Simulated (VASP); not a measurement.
# SnW3 (Pm-3m) in VASP: a series of runs

One crystal, SnW3, is run at these levels: PBEsol; tasks: single point.

Program: VASP 6.6.1. These are calculated values, not measurements. Logs are shortened: lines on timing, memory, paths and dates and some standing lists are left out, and cuts for length are marked.

## 1. The structure

The structure is cubic, space group Pm-3m (No. 221). The conventional cell has a = 4.140 Å, b = 4.140 Å, c = 4.140 Å, α = 90.00°, β = 90.00°, γ = 90.00°. Around W (site symmetry 4/mmm) lie 8 W at 2.93 Å and 4 Sn at 2.93 Å. Around Sn (site symmetry m-3m) lie 12 W at 2.93 Å.

The cell comes from a database or a generator and needn't be the stable form of this composition.

## 2. Single point, PBEsol

Input file INCAR:

```
ALGO     = Normal         # electronic algorithm
EDIFF    = 1E-6           # SCF threshold, eV
ENCUT    = 520            # plane-wave cutoff, eV
GGA      = PS             # functional
ISIF     = 2              # what is computed and relaxed
ISMEAR   = 0              # smearing method
LASPH    = T              # aspherical terms in the spheres
LCHARG   = F              # write CHGCAR
LREAL    = F              # projectors in reciprocal space
LWAVE    = F              # write WAVECAR
NBANDS   = 36             # bands
NELM     = 100            # most SCF steps
PREC     = Accurate       # precision mode
SIGMA    = 0.05           # smearing width, eV
```

Input file KPOINTS:

```
k-points
0
Gamma
  8 8 8
```

Input file POSCAR:

```
SnW3
1.0
    4.1398843970      0.0000000000      0.0000000000
    0.0000000000      4.1398843970      0.0000000000
    0.0000000000      0.0000000000      4.1398843970
W Sn
3 1
Direct
    0.0000000000      0.5000000000      0.5000000000
    0.5000000000      0.5000000000      0.0000000000
    0.5000000000      0.0000000000      0.5000000000
    0.0000000000      0.0000000000      0.0000000000
```

Potentials or basis: VASP PAW PBE potentials, release 64 (W_sv, Sn_d).

The run is started by

```sh
> cat potpaw_PBE.64/W_sv/POTCAR potpaw_PBE.64/Sn_d/POTCAR > POTCAR
> mpirun -np 1 vasp_std > vasp.out
```

OUTCAR:

```text
EDIFF = 1E-6
   ENCUT = 520
   GGA = PS
   ISIF = 2
   ISMEAR = 0
   LASPH = T
   LREAL = F
   NELM = 100
   PREC = Accurate

 ion  position               nearest neighbor table
   1  0.000  0.500  0.500-   2 2.93   3 2.93   4 2.93   2 2.93   4 2.93   3 2.93   4 2.93   4 2.93
                             2 2.93   3 2.93   2 2.93   3 2.93
   2  0.500  0.500  0.000-   1 2.93   3 2.93   4 2.93   1 2.93   3 2.93   3 2.93   4 2.93   3 2.93
                             1 2.93   4 2.93   1 2.93   4 2.93
   3  0.500  0.000  0.500-   1 2.93   2 2.93   4 2.93   2 2.93   4 2.93   1 2.93   2 2.93   2 2.93
                             1 2.93   4 2.93   4 2.93   1 2.93
   4  0.000  0.000  0.000-   1 2.93   2 2.93   3 2.93   1 2.93   3 2.93   1 2.93   2 2.93   1 2.93
                             2 2.93   3 2.93   3 2.93   2 2.93

  LATTYP: Found a simple cubic cell.
 ALAT       =     4.1398843970

  Lattice vectors:

 A1 = (   4.1398843970,   0.0000000000,   0.0000000000)
 A2 = (   0.0000000000,   4.1398843970,   0.0000000000)
 A3 = (   0.0000000000,   0.0000000000,   4.1398843970)

Analysis of symmetry for initial positions (statically):
=====================================================================
 Subroutine PRICEL returns:
 Original cell was already a primitive cell.

 Routine SETGRP: Setting up the symmetry group for a
 simple cubic supercell.

 Subroutine GETGRP returns: Found 48 space group operations
 (whereof 48 operations were pure point group operations)
 out of a pool of 48 trial point group operations.

The static configuration has the point symmetry O_h .

Analysis of symmetry for dynamics (positions and initial velocities):
=====================================================================
 Subroutine PRICEL returns:
 Original cell was already a primitive cell.

 Routine SETGRP: Setting up the symmetry group for a
 simple cubic supercell.

 Subroutine GETGRP returns: Found 48 space group operations
 (whereof 48 operations were pure point group operations)
 out of a pool of 48 trial point group operations.

The dynamic configuration has the point symmetry O_h .

 Subroutine INISYM returns: Found 48 space group operations
 (whereof 48 operations are pure point group operations),
 and found     1 'primitive' translations

----------------------------------------------------------------------------------------

                                     Primitive cell

  volume of cell :      70.9520

  direct lattice vectors                    reciprocal lattice vectors
     4.139884397  0.000000000  0.000000000     0.241552639  0.000000000  0.000000000
     0.000000000  4.139884397  0.000000000     0.000000000  0.241552639  0.000000000
     0.000000000  0.000000000  4.139884397     0.000000000  0.000000000  0.241552639

  length of vectors
     4.139884397  4.139884397  4.139884397     0.241552639  0.241552639  0.241552639

  position of ions in fractional coordinates (direct lattice)
     0.000000000  0.500000000  0.500000000
     0.500000000  0.500000000  0.000000000
     0.500000000  0.000000000  0.500000000
     0.000000000  0.000000000  0.000000000

  ion indices of the primitive-cell ions
   primitive index   ion index
                 1           1
                 2           2
                 3           3
                 4           4

----------------------------------------------------------------------------------------

 KPOINTS: k-points

Automatic generation of k-mesh.
 Grid dimensions read from file:
 generate k-points for:    8    8    8

 Generating k-lattice:

  Cartesian coordinates                     Fractional coordinates (reciprocal lattice)
     0.030194080  0.000000000  0.000000000     0.125000000  0.000000000  0.000000000
     0.000000000  0.030194080  0.000000000     0.000000000  0.125000000  0.000000000
     0.000000000  0.000000000  0.030194080     0.000000000  0.000000000  0.125000000

  Length of vectors
     0.030194080  0.030194080  0.030194080

  Shift w.r.t. Gamma in fractional coordinates (k-lattice)
     0.000000000  0.000000000  0.000000000

 Subroutine IBZKPT returns following result:
 ===========================================

 Found     35 irreducible k-points:

 Following reciprocal coordinates:
            Coordinates               Weight
  0.000000  0.000000  0.000000      1.000000
  0.125000  0.000000  0.000000      6.000000
  0.250000  0.000000  0.000000      6.000000
  0.375000  0.000000  0.000000      6.000000
  0.500000  0.000000  0.000000      3.000000
  0.125000  0.125000  0.000000     12.000000
[... 16 lines left out ...]
  0.375000  0.375000  0.125000     24.000000
  0.500000  0.375000  0.125000     24.000000
 [... further k-points ...]
   k-points           NKPTS =     35   k-points in BZ     NKDIM =     35   number of bands    NBANDS=     36
   number of dos      NEDOS =    301   number of ions     NIONS =      4
   total plane-waves  NPLWV =  32768
   dimension x,y,z NGX =    32 NGY =   32 NGZ =   32
   dimension x,y,z NGXF=    64 NGYF=   64 NGZF=   64
   ions per type =               3   1
   NGX,Y,Z   is equivalent  to a cutoff of  12.85, 12.85, 12.85 a.u.
   NGXF,Y,Z  is equivalent  to a cutoff of  25.70, 25.70, 25.70 a.u.
 SYSTEM =  unknown system
   PREC   = accura    normal or accurate (medium, high low for compatibility)
   ISTART =      0    job   : 0-new  1-cont  2-samecut
   ICHARG =      2    charge: 1-file 2-atom 10-const
   ISPIN  =      1    spin polarized calculation?
   LNONCOLLINEAR =      F non collinear calculations
   LSORBIT =      F    spin-orbit coupling
   LASPH  =      T    aspherical Exc in radial PAW
   ENCUT  =  520.0 eV  38.22 Ry    6.18 a.u.   7.70  7.70  7.70*2*pi/ulx,y,z
   NELM   =    100;   NELMIN=  2; NELMDL= -5     # of ELM steps
   EDIFF  = 0.1E-05   stopping-criterion for ELM
[... 8 lines left out ...]
   TEBEG  =    0.0;   TEEND  =   0.0 temperature during run
   PSTRESS=    0.0 pullay stress
   NELECT =      56.0000    total number of electrons
   NUPDOWN=      -1.0000    fix difference up-down
   EMIN   =  10.00;   EMAX   =-10.00  energy-range for DOS
   EFERMI =   0.00;   METHOD = LEGACY
   ISMEAR =     0;   SIGMA  =   0.05  broadening in eV -4-tet -1-fermi 0-gaus
   EFERMI_NEDOS =   21; number of points for ismear=-14 and -15
   IALGO  =     38    algorithm
   IMIX   =      4    mixing-type and parameters
     AMIX     =   0.40;   BMIX     =  1.00
     AMIX_MAG =   1.60;   BMIX_MAG =  1.00
  volume/ion in A,a.u.               =      17.74       119.70
  Fermi-wavevector in a.u.,A,eV,Ry     =   1.512920  2.859004 31.142741  2.288927
  Thomas-Fermi vector in A             =   2.622780
   LORBIT       =      0    0 simple, 1 ext, 2 COOP (PROOUT), +10 PAW based schemes
   GGA     = PS    functional components
   LHFCALC =     F    Hartree Fock is set to
   AEXX    =    0.0000 exact exchange contribution
   IVDW    =     0    specifies the selected vdW correction
   LEPSILON=     F    determine dielectric tensor
   LRPA    =     F    only Hartree local field effects (RPA)
 non-spin polarized calculation
 Gauss-broadening in eV      SIGMA  =   0.05
  energy-cutoff  :      520.00
  volume of cell :       70.95
 maximum number of plane-waves:      1936
 NGX is ok and might be reduce to    32
   NGX = 15   NGY = 15   NGZ = 15

 number of electron      55.9999993 magnetization

 Free energy of the ion-electron system (eV)
  ---------------------------------------------------
  ext. energy  EPLUGINS =         0.00000000
  ---------------------------------------------------
  free energy    TOTEN  =       -43.19104150 eV

  energy without entropy =      -43.18275437  energy(sigma->0) =      -43.18689794

 E-fermi :  11.0991     XC(G=0): -13.0039

 val. band max:       11.0942308105   @ k =   0.5000   0.3750   0.1250
 cond. band min:      11.1023575683   @ k =   0.3750   0.3750   0.1250
 fundamental gap:      0.0081267579
 Fermi energy:        11.0991419186

 k-point     1 :       0.0000    0.0000    0.0000
  band No.  band energies     occupation
      1     -63.3399      2.00000
      2     -63.2651      2.00000
      3     -63.2651      2.00000
      4     -27.7873      2.00000
      5     -27.7873      2.00000
      6     -27.7873      2.00000
[... 28 lines left out ...]
     35      15.5644      0.00000
     36      15.5644      0.00000

 k-point     2 :       0.1250    0.0000    0.0000
  band No.  band energies     occupation
      1     -63.3374      2.00000
      2     -63.2676      2.00000
      3     -63.2651      2.00000
      4     -27.7747      2.00000
      5     -27.7747      2.00000
      6     -27.7684      2.00000
[... 28 lines left out ...]
     35      15.0603      0.00000
     36      15.0604      0.00000

 k-point     3 :       0.2500    0.0000    0.0000
  band No.  band energies     occupation
      1     -63.3304      2.00000
      2     -63.2746      2.00000
      3     -63.2651      2.00000
      4     -27.7406      2.00000
      5     -27.7406      2.00000
      6     -27.7148      2.00000
[... 28 lines left out ...]
     35      14.7119      0.00000
     36      14.7120      0.00000

 k-point     4 :       0.3750    0.0000    0.0000
  band No.  band energies     occupation
      1     -63.3208      2.00000
      2     -63.2841      2.00000
      3     -63.2650      2.00000
      4     -27.6978      2.00000
      5     -27.6978      2.00000
      6     -27.6390      2.00000
[... 28 lines left out ...]
     35      15.4988      0.00000
     36      15.4993      0.00000

 k-point     5 :       0.5000    0.0000    0.0000
  band No.  band energies     occupation
      1     -63.3148      2.00000
      2     -63.2900      2.00000
      3     -63.2650      2.00000
      4     -27.6750      2.00000
      5     -27.6750      2.00000
      6     -27.5889      2.00000
[... 655 lines left out ...]
 k-point    22 :       0.5000    0.2500    0.1250
  band No.  band energies     occupation
      1     -63.3062      2.00000
      2     -63.2899      2.00000
      3     -63.2736      2.00000
      4     -27.7250      2.00000
      5     -27.7205      2.00000
      6     -27.6272      2.00000
[... 28 lines left out ...]
     35      14.0558      0.00000
     36      15.4707      0.00000

 k-point    23 :       0.3750    0.3750    0.1250
  band No.  band energies     occupation
      1     -63.3043      2.00000
      2     -63.2862      2.00000
      3     -63.2791      2.00000
      4     -27.7747      2.00000
      5     -27.7114      2.00000
      6     -27.6248      2.00000
[... 28 lines left out ...]
     35      14.7102      0.00000
     36      15.5357      0.00000

 k-point    24 :       0.5000    0.3750    0.1250
  band No.  band energies     occupation
      1     -63.2987      2.00000
      2     -63.2899      2.00000
      3     -63.2810      2.00000
      4     -27.7738      2.00000
      5     -27.7215      2.00000
      6     -27.6289      2.00000
[... 28 lines left out ...]
     35      14.9312      0.00000
     36      15.4209      0.00000

 [... further k-points ...]
[... 5 lines left out ...]
  --------------------------------------------------------------------------------------
  -------------------------------------------------------------------------------------
  Total       -6.1683423     -6.1683423     -6.1683423      0.0000000      0.0000000      0.0000000
  in kB     -139.2882253   -139.2882253   -139.2882253      0.0000000      0.0000000      0.0000000
  external PRESSURE =    -139.2882253 kB  Pullay stress =       0.0000000 kB

 VOLUME and BASIS-vectors are now :
 -----------------------------------------------------------------------------
  energy-cutoff  :      520.00
  volume of cell :       70.95
      direct lattice vectors                 reciprocal lattice vectors
     4.139884397  0.000000000  0.000000000     0.241552639  0.000000000  0.000000000
     0.000000000  4.139884397  0.000000000     0.000000000  0.241552639  0.000000000
     0.000000000  0.000000000  4.139884397     0.000000000  0.000000000  0.241552639

 POSITION                                       TOTAL-FORCE (eV/Angst)
 -----------------------------------------------------------------------------------
      0.00000      2.06994      2.06994         0.000000      0.000000      0.000000
      2.06994      2.06994      0.00000         0.000000      0.000000      0.000000
      2.06994      0.00000      2.06994         0.000000      0.000000      0.000000
      0.00000      0.00000      0.00000         0.000000      0.000000      0.000000
 -----------------------------------------------------------------------------------
    total drift:                                0.000000     -0.000000     -0.000000

  FREE ENERGIE OF THE ION-ELECTRON SYSTEM (eV)
  ---------------------------------------------------
  free  energy   TOTEN  =       -43.1910415020 eV

  energy  without entropy=      -43.1827543730  energy(sigma->0) =      -43.18689794
```

It took 32 s on 1 thread of Intel Xeon Platinum 8559C (Emerald Rapids), shared host; peak memory 0.21 GiB.

What came out:

| Property | Result |
| --- | --- |
| Free energy | -43.1910 eV |
| Pressure | -13.9 GPa |
| Band gap on the k mesh | none (metal or under the smearing width) |

Caveat: the PAW data sets were made with another functional, which shifts forces and pressure a little. Spin-orbit coupling is left out, which matters for the levels of W.

(Part 1 of 2 ends here.)
